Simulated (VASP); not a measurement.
Crystal: Hf2Pd2Se2Br2O3.

```
Hf Pd Se Br O
1.0
     7.67722   -1.70971    0.00000
     7.67722    1.70971    0.00000
    -3.99941    0.00000   12.58754
Hf Pd Se Br O
2 2 2 2 3
Direct
  0.05486 0.05486 0.93856
  0.39372 0.39372 0.71691
  0.82080 0.82080 0.49036
  0.67714 0.67714 0.25693
  0.07768 0.07768 0.15435
  0.21009 0.21009 0.41200
  0.41355 0.41355 0.95480
  0.75396 0.75396 0.71349
  0.40299 0.40299 0.57873
  0.61446 0.61446 0.92698
  0.96906 0.96906 0.77831
```

The cell was built by a generator and needn't be a form met in nature.

* Program: VASP 6.6.1
* Task: single point
* Functional: PBE
* Potentials or basis: VASP PAW PBE potentials, release 64 (Hf_pv, Pd, Se, Br, O)
* Cutoff: 520 eV
* k mesh: 8 × 8 × 2
* Occupations: fermi-dirac, width 0.05 eV
* Spin: no spin polarisation

On this cell: pressure -0.4 GPa; largest force 0.143 eV/Å; band gap on the k mesh 0.83 eV, indirect (least direct gap 0.87 eV).

The same run follows on a disturbed copy (atoms moved at random, drawn with an rms of 0.05 Å):

```
Hf Pd Se Br O
1.0
     7.67722   -1.70971    0.00000
     7.67722    1.70971    0.00000
    -3.99941    0.00000   12.58754
Hf Pd Se Br O
2 2 2 2 3
Direct
  0.04781 0.05781 0.93572
  0.39861 0.38421 0.71501
  0.83369 0.80722 0.48884
  0.68124 0.67364 0.25762
  0.09299 0.06476 0.15560
  0.21088 0.21444 0.40993
  0.41502 0.41039 0.95554
  0.76891 0.74234 0.71283
  0.39407 0.41105 0.58261
  0.60672 0.61985 0.92470
  0.95871 0.97763 0.77766
```

Question: What does the disturbed cell give?

Answer: The energy moves by +11.5 meV/atom; pressure 0.8 GPa; largest force 1.892 eV/Å; band gap on the k mesh 0.85 eV, indirect (least direct gap 0.88 eV).

Forces in eV/Å, atoms in the order of the input:
```
Hf   0.167  0.070  0.023
Hf  -0.145  0.376  1.848
Pd   0.397  0.588  0.172
Pd   0.218 -0.270 -0.130
Se  -0.144  0.333 -0.255
Se  -0.444 -0.413 -0.001
Br   0.103  0.043  0.008
Br  -0.431  0.118 -0.048
O    0.622 -0.187 -1.716
O   -0.270 -0.113  0.072
O   -0.074 -0.546  0.028
```

Stress tensor (GPa, compression positive):
```
 0.66 -0.42 -0.31
-0.42  0.13 -0.22
-0.31 -0.22  1.57
```

Caveats: spin-orbit coupling is left out, which moves the levels of the heavy elements.

A k mesh can miss the band edges.
